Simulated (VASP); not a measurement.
Calculation: optB86b-vdW, VASP's PBE PAW potentials (set 64) (plane waves; VASP 6.6.1).

VASP ran on this input.

File KPOINTS:
```
kpoints
0
G
5 5 4
0 0 0
```

**POSCAR**
```
Te
1.0
  2.1958038589  -3.8032435601   0.0000000000
  2.1958038589   3.8032435601   0.0000000000
  0.0000000000   0.0000000000   6.0132054813
Te
3
Cartesian
  2.8070546836  -2.7445261554   4.0088056586
  3.1691060683   0.0000000000   0.0000000000
  2.8070546836   2.7445261554   2.0043998227
```

**INCAR**
```
LMAXMIX = 4   ! l cut-off of mixed one-centre charges
GGA = MK
ISMEAR = 0
NSW = 60   ! most ionic steps
LUSE_VDW = T
PARAM2 = 1.0
LASPH = T   ! aspherical one-centre terms
PREC = Accurate
LCHARG = F
ALGO = Normal
AGGAC = 0.0
SYSTEM = Te
ISIF = 3   ! ions, shape and volume
SIGMA = 0.05
LREAL = F   ! projection in real space or not
NELM = 100   ! most electronic steps
PARAM1 = 0.1234
IBRION = 2   ! conjugate gradients
EDIFF = 1E-6
LWAVE = F
ENCUT = 520   ! plane-wave cut-off (eV)
EDIFFG = -0.02
```

POTCAR, in this order: Te (PBE.64 set). Program: vasp_std.

The resulting files:

OUTCAR:
```
 ion  position               nearest neighbor table
   1  0.000  0.278  0.667-   2 2.92   3 2.92   2 3.42   2 3.42   3 3.42   3 3.42
   2  0.722  0.722  0.000-   3 2.92   1 2.92   1 3.42   3 3.42   3 3.42   1 3.42
   3  0.278  0.000  0.333-   2 2.92   1 2.92   2 3.42   2 3.42   1 3.42   1 3.42
  LATTYP: Found a hexagonal cell.
 ALAT       =     4.3916074693
 C/A-ratio  =     1.3692493064
 Subroutine PRICEL returns:
 Original cell was already a primitive cell.
 Subroutine GETGRP returns: Found  6 space group operations
The static configuration has the point symmetry C_2 .
 The point group associated with its full space group is D_3 .
The dynamic configuration has the point symmetry C_2 .
 Subroutine INISYM returns: Found  6 space group operations
 Subroutine IBZKPT returns following result:
 Found     17 irreducible k-points:

 Following reciprocal coordinates:
            Coordinates               Weight
  0.000000  0.000000  0.000000      1.000000
  0.200000  0.000000  0.000000      6.000000
  0.400000  0.000000  0.000000      6.000000
  0.200000  0.200000  0.000000      6.000000
  0.400000  0.200000  0.000000      6.000000
  0.000000  0.000000  0.250000      2.000000
...
```

### OSZICAR
```
       N       E                     dE             d eps       ncg     rms          rms(c)
DAV:   1     0.844476996143E+02    0.84448E+02   -0.66320E+03   442   0.111E+03
DAV:   2     0.166920541621E+01   -0.82778E+02   -0.79383E+02   591   0.158E+02
DAV:   3    -0.388840331102E+01   -0.55576E+01   -0.55137E+01   532   0.464E+01
DAV:   4    -0.399216480325E+01   -0.10376E+00   -0.10372E+00   556   0.760E+00
DAV:   5    -0.399376314334E+01   -0.15983E-02   -0.15983E-02   538   0.888E-01    0.124E+01
DAV:   6    -0.398226330462E+01    0.11500E-01   -0.18053E-02   502   0.946E-01    0.781E+00
DAV:   7    -0.398291943356E+01   -0.65613E-03   -0.38350E-02   447   0.141E+00    0.280E-01
DAV:   8    -0.398237666473E+01    0.54277E-03   -0.65066E-03   442   0.523E-01    0.148E-01
DAV:   9    -0.398240717917E+01   -0.30514E-04   -0.18170E-04   566   0.105E-01    0.107E-01
DAV:  10    -0.398244448551E+01   -0.37306E-04   -0.47073E-05   447   0.540E-02    0.300E-02
DAV:  11    -0.398243953000E+01    0.49555E-05   -0.17923E-05   462   0.301E-02    0.149E-02
DAV:  12    -0.398243962139E+01   -0.91386E-07   -0.17998E-06   286   0.925E-03
   1 F= -.39824396E+01 E0= -.39824396E+01  d E =-.398244E+01
```

File OUTCAR:
```
------------------------ aborting loop because EDIFF is reached ----------------------------------------
  FORCE on cell =-STRESS in cart. coord.  units (eV):
  Direction    XX          YY          ZZ          XY          YZ          ZX
  --------------------------------------------------------------------------------------
  Total        0.0098293      0.0098292     -0.0167107      0.0000000      0.0000000      0.0000000
  in kB        0.1568004      0.1568004     -0.2665764      0.0000000      0.0000000      0.0000000
  external PRESSURE =       0.0156748 kB  Pullay stress =       0.0000000 kB
  volume of cell :      100.43
      direct lattice vectors                 reciprocal lattice vectors
     2.195803859 -3.803243560  0.000000000     0.227707041 -0.131466732  0.000000000
     2.195803859  3.803243560  0.000000000     0.227707041  0.131466732  0.000000000
     0.000000000  0.000000000  6.013205481     0.000000000  0.000000000  0.166300653
 POSITION                                       TOTAL-FORCE (eV/Angst)
 -----------------------------------------------------------------------------------
      0.61125      1.05872      4.00881        -0.006302     -0.010916      0.000000
      3.16911      0.00000      0.00000         0.012605      0.000000      0.000000
      0.61125     -1.05872      2.00440        -0.006302      0.010916     -0.000000
 -----------------------------------------------------------------------------------
    total drift:                               -0.000181     -0.000394      0.000014
  FREE ENERGIE OF THE ION-ELECTRON SYSTEM (eV)
  ---------------------------------------------------
  free  energy   TOTEN  =        -3.9824396214 eV

  energy  without entropy=       -3.9824396214  energy(sigma->0) =       -3.98243962

 reached required accuracy - stopping structural energy minimisation
```
(Selected blocks of OUTCAR.)

The compound is Te in the trig structure. It was relaxed first. The start is the result of an earlier pass.
